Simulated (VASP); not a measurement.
Input:

```
WSe2
1.0
    1.61185    -2.79181     0.00000
    1.61185     2.79181     0.00000
    0.00000     0.00000    12.75755
W Se
2 4
Cartesian
  1.61185   0.93060   3.18939
  1.61185  -0.93060   9.56816
  1.61185   0.93060  11.21841
  1.61185  -0.93060   4.83963
  1.61185  -0.93060   1.53914
  1.61185   0.93060   7.91791
```

Computed with PBE GGA with D3 dispersion (zero damping), VASP's PBE PAW potentials (set 64) (plane waves; VASP 6.6.1). Numerical set-up: 520 eV cut-off, 8×8×2 Γ-centred mesh, Gaussian smearing of 0.050 eV, potentials W_sv Se.

Problem. The ions and cell shape at fixed volume are relaxed. Give the cell that the relaxation ends in.

Solution. 
```
WSe2
1.0
    1.62924    -2.82192     0.00000
    1.62924     2.82192     0.00000
    0.00000     0.00000    12.48667
W Se
2 4
Direct
  0.33333   0.66667   0.25000
  0.66667   0.33333   0.75000
  0.33333   0.66667   0.88519
  0.66667   0.33333   0.38519
  0.66667   0.33333   0.11481
  0.33333   0.66667   0.61481
```
Space group P6_3/mmc (194), at a tolerance of 0.03 Å.

Problem. How much energy does the relaxation gain?

Solution. The energy (σ→0) changes by -24.8 meV/atom, in 8 ionic steps.

```csv
step,E(σ→0) (eV),max force (eV/Å),pressure (GPa),volume (Å³)
1,-44.9080,1.107,9.82,114.82
2,-45.0096,0.059,4.30,114.82
3,-45.0118,0.083,4.97,114.82
4,-45.0478,0.053,3.98,114.82
5,-45.0566,0.024,3.25,114.82
6,-45.0566,0.022,3.22,114.82
7,-45.0566,0.016,3.04,114.82
8,-45.0566,0.000,3.12,114.82
```

The compound is WSe2 in the 2H layered structure. This cell is one point of a volume scan, at 0.94 of the reference volume. Symmetry was kept, so distortions that lower it aren't found.
